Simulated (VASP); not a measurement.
These are vdW-DF2, VASP's PBE PAW potentials (set 64) (plane waves; VASP) values and carry that method's errors.

VASP input:

### KPOINTS
```
Automatic mesh
0
Gamma
13 13 7
0 0 0
```

POSCAR:
```
Dy
1
    1.8377952568    -3.1831545446     0.0000000000
    1.8377952568     3.1831545446     0.0000000000
    0.0000000000    -0.0000000000     5.6806308730
Dy
2
Direct
  0.3333330000   0.6666670000   0.2500000000
  0.6666670000   0.3333330000   0.7500000000
```

**INCAR**
```
! general
SYSTEM    =  Dy
PREC      =  Accurate
ENCUT     =  520
LREAL     =  .False.   ! projection in real space or not
LASPH     =  .True.   ! aspherical one-centre terms

! electronic loop
EDIFF     =  1E-7   ! SCF stop (eV)
NELM      =  100   ! most electronic steps
ALGO      =  Normal   ! blocked Davidson
LMAXMIX   =  6   ! l cut-off of mixed one-centre charges

! smearing
ISMEAR    =  -5   ! tetrahedra, Bloechl

! functional
GGA       =  ML
LUSE_VDW  =  .True.
AGGAC     =  0.0
ZAB_VDW   =  -1.8867

! ions
ISIF      =  2   ! forces and stress, cell fixed

! output
LWAVE     =  .False.
LCHARG    =  .True.
LORBIT    =  11
NEDOS     =  601
```

POTCAR, in this order: Dy_3 (PBE.64 set). Program: vasp_std.

Output

### OSZICAR
```
       N       E                     dE             d eps       ncg     rms          rms(c)
DAV:   1     0.555536024566E+02    0.55554E+02   -0.88361E+03  2184   0.124E+03
DAV:   2     0.674401524206E+00   -0.54879E+02   -0.53853E+02  2209   0.307E+02
DAV:   3    -0.259408006010E+01   -0.32685E+01   -0.30555E+01  3073   0.409E+01
DAV:   4    -0.273773617581E+01   -0.14366E+00   -0.13914E+00  2992   0.909E+00
DAV:   5    -0.274241420749E+01   -0.46780E-02   -0.46311E-02  3090   0.108E+00    0.217E+01
DAV:   6    -0.277042454269E+01   -0.28010E-01   -0.27074E-02  2924   0.154E+00    0.131E+01
DAV:   7    -0.279292811311E+01   -0.22504E-01   -0.55494E-02  3119   0.232E+00    0.276E-01
DAV:   8    -0.279336740602E+01   -0.43929E-03   -0.31545E-03  2709   0.480E-01    0.148E-01
DAV:   9    -0.279355466290E+01   -0.18726E-03   -0.34977E-04  2637   0.164E-01    0.322E-02
DAV:  10    -0.279353137599E+01    0.23287E-04   -0.11666E-04  2996   0.867E-02    0.822E-02
DAV:  11    -0.279354414893E+01   -0.12773E-04   -0.28304E-05  2539   0.418E-02    0.234E-03
DAV:  12    -0.279354642646E+01   -0.22775E-05   -0.21774E-06  3487   0.136E-02    0.522E-03
DAV:  13    -0.279354525645E+01    0.11700E-05   -0.34392E-07  2591   0.460E-03    0.318E-04
DAV:  14    -0.279354547611E+01   -0.21966E-06   -0.17047E-08  1622   0.143E-03    0.400E-04
DAV:  15    -0.279354540068E+01    0.75430E-07   -0.41530E-09  1567   0.730E-04
   1 F= -.27935454E+01 E0= -.27935454E+01  d E =0.000000E+00
```

### OUTCAR
```
------------------------ aborting loop because EDIFF is reached ----------------------------------------
  FORCE on cell =-STRESS in cart. coord.  units (eV):
  Direction    XX          YY          ZZ          XY          YZ          ZX
  --------------------------------------------------------------------------------------
  Total       -0.1379482     -0.1379482      0.1888373      0.0000000      0.0000000      0.0000000
  in kB       -3.3254109     -3.3254104      4.5521540      0.0000000      0.0000000      0.0000000
  external PRESSURE =      -0.6995557 kB  Pullay stress =       0.0000000 kB
  volume of cell :       66.46
      direct lattice vectors                 reciprocal lattice vectors
     1.837795257 -3.183154545  0.000000000     0.272065127 -0.157076885  0.000000000
     1.837795257  3.183154545  0.000000000     0.272065127  0.157076885  0.000000000
     0.000000000  0.000000000  5.680630873     0.000000000  0.000000000  0.176036786
 POSITION                                       TOTAL-FORCE (eV/Angst)
 -----------------------------------------------------------------------------------
      1.83780      1.06105      1.42016         0.000000      0.000000      0.000000
      1.83780     -1.06105      4.26047        -0.000000     -0.000000      0.000000
 -----------------------------------------------------------------------------------
    total drift:                                0.000000      0.000107     -0.000011
  FREE ENERGIE OF THE ION-ELECTRON SYSTEM (eV)
  ---------------------------------------------------
  free  energy   TOTEN  =        -2.7935454007 eV

  energy  without entropy=       -2.7935454007  energy(sigma->0) =       -2.79354540

 total charge

# of ion       s       p       d       tot
------------------------------------------
    1        0.424   6.360   1.096   7.879
    2        0.424   6.360   1.096   7.879
--------------------------------------------------
tot          0.847  12.720   2.192  15.759
```
(Selected blocks of OUTCAR.)

OUTCAR:
```
 val. band max:        3.0091200114   @ k =   0.3846   0.2308   0.4286

 cond. band min:       2.9512608832   @ k =   0.2308   0.2308   0.2857


 Fermi energy:         2.9784824950

 k-point     1 :       0.0000    0.0000    0.0000
  band No.  band energies     occupation
      1     -20.6868      2.00000
      2     -20.1951      2.00000
      3     -20.1951      2.00000
      4     -20.0929      2.00000
      5     -20.0929      2.00000
      6     -20.0442      2.00000
      7      -1.9735      2.00000
      8       0.9289      2.00000
      9       4.3289      0.00000
     10       4.6629      0.00000
     11       4.6629      0.00000
     12       5.1328      0.00000
     13       5.3441      0.00000

 k-point     2 :       0.0769    0.0000    0.0000
  band No.  band energies     occupation
      1     -20.6759      2.00000
      2     -20.2162      2.00000
      3     -20.2026      2.00000
      4     -20.1155      2.00000
      5     -20.0955      2.00000
      6     -20.0498      2.00000
      7      -1.8401      2.00000
      8       1.0572      2.00000
      9       4.1465      0.00000
     10       4.3510      0.00000
     11       4.7878      0.00000
     12       5.1916      0.00000
     13       5.3699      0.00000

 k-point     3 :       0.1538    0.0000    0.0000
  band No.  band energies     occupation
      1     -20.6443      2.00000
      2     -20.2749      2.00000
      3     -20.2228      2.00000
      4     -20.1768      2.00000
      5     -20.1031      2.00000
      6     -20.0668      2.00000
      7      -1.4552      2.00000
      8       1.4074      2.00000
      9       3.6921     -0.00036
     10       3.8410      0.00000
     11       4.8449      0.00000
     12       5.1569      0.00000
     13       5.2847      0.00000

 k-point     4 :       0.2308   -0.0000    0.0000
  band No.  band energies     occupation
      1     -20.5956      2.00000
      2     -20.3580      2.00000
      3     -20.2601      2.00000
...
```

The 4f electrons are frozen in the core of the lanthanide potential, so 4f levels, which can set the real gap, and their magnetism are missing. For a metal the tetrahedron method with Blöchl corrections gives inexact stress and forces.

The compound is Dy in the hcp structure. It was relaxed first, which changed the volume by +5 %.
